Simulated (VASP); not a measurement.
```xyz
64
Lattice="10.9371 0.0000 0.0000 0.0000 10.9371 0.0000 0.0000 0.0000 10.9371" Properties=species:S:1:pos:R:3 pbc="T T T"
Si     5.4685     0.0000     0.0000
Si     6.8357     1.3671     1.3671
Si     8.2028     2.7343     0.0000
Si     9.5699     4.1014     1.3671
Si     8.2028     0.0000     2.7343
Si     9.5699     1.3671     4.1014
Si     0.0000     0.0000     0.0000
Si     1.3671     1.3671     1.3671
Si     2.7343     2.7343     0.0000
Si     4.1014     4.1014     1.3671
Si     5.4685     5.4685     0.0000
Si     6.8357     6.8357     1.3671
Si     8.2028     8.2028     0.0000
Si     9.5699     9.5699     1.3671
Si     2.7343     0.0000     2.7343
Si     4.1014     1.3671     4.1014
Si     5.4685     2.7343     2.7343
Si     6.7872     4.0651     4.1160
Si     8.2028     5.4685     2.7343
Si     9.5699     6.8357     4.1014
Si     5.4685     0.0000     5.4685
Si     6.8357     1.3671     6.8357
Si     8.2028     2.7343     5.4685
Si     9.5699     4.1014     6.8357
Si     8.2028     0.0000     8.2028
Si     9.5699     1.3671     9.5699
Si     0.0000     5.4685     0.0000
Si     1.3671     6.8357     1.3671
Si     2.7343     8.2028     0.0000
Si     4.1014     9.5699     1.3671
Si     0.0000     2.7343     2.7343
Si     1.3671     4.1014     4.1014
Si     2.7343     5.4685     2.7343
Si     4.0546     6.8053     4.0775
Si     5.4685     8.2028     2.7343
Si     6.8357     9.5699     4.1014
Si     0.0000     0.0000     5.4685
Si     1.3671     1.3671     6.8357
Si     2.7343     2.7343     5.4685
Si     4.1371     4.0521     6.7979
Si     6.8644     6.8057     6.8299
Si     8.2028     8.2028     5.4685
Si     9.5699     9.5699     6.8357
Si     2.7343     0.0000     8.2028
Si     4.1014     1.3671     9.5699
Si     5.4685     2.7343     8.2028
Si     6.8357     4.1014     9.5699
Si     8.2028     5.4685     8.2028
Si     9.5699     6.8357     9.5699
Si     0.0000     8.2028     2.7343
Si     1.3671     9.5699     4.1014
Si     0.0000     5.4685     5.4685
Si     1.3671     6.8357     6.8357
Si     2.7343     8.2028     5.4685
Si     4.1014     9.5699     6.8357
Si     0.0000     2.7343     8.2028
Si     1.3671     4.1014     9.5699
Si     2.7343     5.4685     8.2028
Si     4.1014     6.8357     9.5699
Si     5.4685     8.2028     8.2028
Si     6.8357     9.5699     9.5699
Si     0.0000     8.2028     8.2028
Si     1.3671     9.5699     9.5699
C      5.4475     5.4726     5.4297
```

Method: PBE GGA, VASP's PBE PAW potentials (set 64) (plane waves; VASP 6.6.1). Run with PREC = Normal, LREAL = Auto, ISYM = 0, EDIFF = 1E-5, 400 eV cut-off, 1×1×1 Γ-centred mesh, Gaussian smearing of 0.050 eV, potentials Si C.

The supercell is sampled at Γ alone, which is coarse: total energies, pressure and levels can be off, energies of defects by several tenths of an eV.

Task: The ions are relaxed. Give the cell that the relaxation ends in.

Result: 
```xyz
64
Lattice="10.9371 0.0000 0.0000 0.0000 10.9371 0.0000 0.0000 0.0000 10.9371" Properties=species:S:1:pos:R:3 pbc="T T T"
Si     5.4683    10.9347    10.9343
Si     6.8323     1.3937     1.3947
Si     8.2002     2.7349     0.0033
Si     9.5396     4.1031     1.3955
Si     8.1993     0.0018     2.7357
Si     9.5374     1.3951     4.1039
Si    10.9370     0.0001    10.9370
Si     1.3662     1.3654     1.3663
Si     2.7354     2.7342    10.9308
Si     4.0983     4.0978     1.3677
Si     5.4679     5.4681    10.9351
Si     6.8369     6.8358     1.3710
Si     8.2011     8.1999    10.9338
Si     9.5710     9.5705     1.3659
Si     2.7346    10.9294     2.7346
Si     4.0981     1.3662     4.0978
Si     5.4585     2.7930     2.7941
Si     6.6411     4.2884     4.2905
Si     8.1382     5.4725     2.7961
Si     9.5642     6.8352     4.0976
Si     5.4682    10.9347     5.4682
Si     6.8380     1.3672     6.8375
Si     8.1380     2.7954     5.4758
Si     9.5658     4.0976     6.8360
Si     8.2022    10.9307     8.2013
Si     9.5709     1.3654     9.5706
Si    10.9353     5.4679    10.9338
Si     1.3945     6.8317     1.3931
Si     2.7359     8.1988     0.0014
Si     4.1036     9.5379     1.3941
Si    10.9310     2.7342     2.7356
Si     1.3684     4.0974     4.0989
Si     2.7931     5.4581     2.7930
Si     4.2890     6.6406     4.2894
Si     5.4739     8.1380     2.7957
Si     6.8361     9.5628     4.0991
Si    10.9345    10.9359     5.4681
Si     1.3964     1.3938     6.8320
Si     2.7958     2.7934     5.4585
Si     4.2931     4.2880     6.6404
Si     6.6439     6.6404     6.6409
Si     8.1404     8.1384     5.4602
Si     9.5413     9.5378     6.8327
Si     2.7365     0.0013     8.1996
Si     4.1042     1.3946     9.5380
Si     5.4767     2.7945     8.1385
Si     6.8371     4.0983     9.5650
Si     8.1401     5.4592     8.1386
Si     9.5392     6.8325     9.5390
Si     0.0026     8.1991     2.7348
Si     1.3939     9.5384     4.1039
Si    10.9363     5.4679     5.4680
Si     1.3720     6.8349     6.8380
Si     2.7950     8.1383     5.4748
Si     4.0999     9.5621     6.8364
Si     0.0038     2.7342     8.1994
Si     1.3962     4.1028     9.5383
Si     2.7982     5.4714     8.1376
Si     4.0993     6.8353     9.5622
Si     5.4628     8.1371     8.1380
Si     6.8333     9.5375     9.5395
Si    10.9343     8.1995     8.2012
Si     1.3660     9.5704     9.5709
C      5.4665     5.4662     5.4650
```

Task: How much energy does the relaxation gain?

Result: The energy (σ→0) changes by -30.3 meV/atom, in 12 ionic steps.

The cell is a supercell with a defect, built from Si (diamond): C_Si. The run is not spin-polarised, so no state with unpaired spins was tried.
